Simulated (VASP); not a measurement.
Data:

```yaml
crystal:
  lattice:
    - [0.00000, 3.08506, 3.08506]
    - [3.08506, 0.00000, 3.08506]
    - [3.08506, 3.08506, 0.00000]
  atoms:
    - { symbol: Pb, position: [0.00000, 0.00000, 0.00000] }
    - { symbol: Se, position: [0.50000, 0.50000, 0.50000] }
```

The numbers are results of PBE GGA with D3 dispersion (zero damping), VASP's PBE PAW potentials (set 64) (plane waves; VASP), not measurements. Numerical set-up: 520 eV cut-off, Gaussian smearing of 0.050 eV, potentials Pb_d Se.

Unless said otherwise, spin-orbit coupling is left out, though it shifts the bands of the heavy elements here.

### Question
Give the energies of bands 7 to 13 at the high-symmetry points, in eV from the valence-band maximum.

### Answer

| band | Γ | X | U | L | W |
|---|---|---|---|---|---|
| 7 | -6.32 | -7.33 | -7.93 | -8.65 | -7.91 |
| 8 | -1.75 | -4.77 | -4.37 | -1.36 | -4.04 |
| 9 | -1.75 | -3.07 | -2.58 | -1.36 | -4.04 |
| 10 | -1.75 | -3.07 | -2.28 | 0.00 | -0.73 |
| 11 | 4.68 | 3.81 | 3.40 | 0.37 | 1.93 |
| 12 | 4.68 | 5.54 | 4.00 | 1.77 | 4.95 |
| 13 | 4.68 | 5.54 | 5.40 | 1.77 | 4.95 |

The gap is direct, 0.37 eV, from the valence maximum at L to the conduction minimum at L.

The compound is PbSe in the rock salt structure. It was relaxed first.
